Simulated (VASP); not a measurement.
## YbN: single point with LDA+U

YbN:

```
Yb N
1.0
     2.90967    0.00000    0.00000
     0.00000    2.90967    0.00000
     0.00000    0.00000    2.90967
Yb N
1 1
Direct
  0.00000 0.00000 0.00000
  0.50000 0.50000 0.50000
```

The cell comes from a database or a generator and needn't be the stable form of this composition.

```json
{"Program": "VASP 6.6.1", "Task": "single point", "Functional": "LDA", "Potentials or basis": "VASP PAW PBE potentials, release 64 (Yb, N)", "Cutoff": "520 eV", "k mesh": "6 × 6 × 6", "Occupations": "gaussian, width 0.05 eV", "Spin": "collinear spin, random start", "Starting moments": "[0.75, 0.0] μB", "Hubbard terms": "Yb f U = 5 eV"}
```

| Quantity | Value |
| --- | --- |
| Pressure | -6.8 GPa |
| Band gap on the k mesh | none (metal or under the smearing width) |
| Net moment | 0.89 μB per cell |
| Site moments | Yb +0.56; N +0.24 μB |
| Valence electrons inside the program's atomic spheres | Yb 22.30; N 3.60 |

Levels at points of the mesh, in eV from the Fermi level:
Spin up:
```
           k point  band 11  band 12  band 13  band 14  band 15  band 16  band 17  band 18
(0.00, 0.00, 0.00)    -3.21    -3.21     0.18     0.18     0.18     0.42     0.42     4.95
(0.50, 0.00, 0.00)    -3.17    -2.95    -2.95    -1.13    -1.13     1.79     7.62     9.35
(0.50, 0.50, 0.00)    -3.04    -2.91    -1.91    -1.91     0.50     1.48     4.70     5.93
(0.50, 0.50, 0.50)    -3.13    -3.13    -3.07    -3.07    -3.07     9.46     9.46     9.46
```
Spin down:
```tsv
k point	band 11	band 12	band 13	band 14	band 15	band 16	band 17	band 18
(0.00, 0.00, 0.00)	-2.83	-0.11	0.44	0.44	0.62	0.62	0.62	5.17
(0.50, 0.00, 0.00)	-2.55	-2.55	-0.77	-0.77	-0.16	1.81	7.87	9.58
(0.50, 0.50, 0.00)	-2.51	-1.55	-1.55	-0.84	1.52	1.53	4.87	6.04
(0.50, 0.50, 0.50)	-2.75	-2.73	-2.73	-2.73	-0.04	9.78	9.78	9.78
```

Eigenvalues of the final occupation matrices:
```csv
site,spin,trace,eigenvalues
site 1 f,1,7.01,1.00 1.00 1.00 1.00 1.00 1.00 1.01
site 1 f,2,6.46,0.48 0.99 0.99 0.99 1.00 1.00 1.00
```

It took 44 s on 1 thread of Intel(R) Xeon(R) Platinum 8375C CPU @ 2.90GHz (Ice Lake), on a shared host, peak memory 0.15 GiB.

Caveat: the PAW data sets were made with another functional, which shifts forces and pressure a little; spin-orbit coupling is left out, which moves the levels of the heavy elements. The state reached can hang on the start; a lower one may exist.
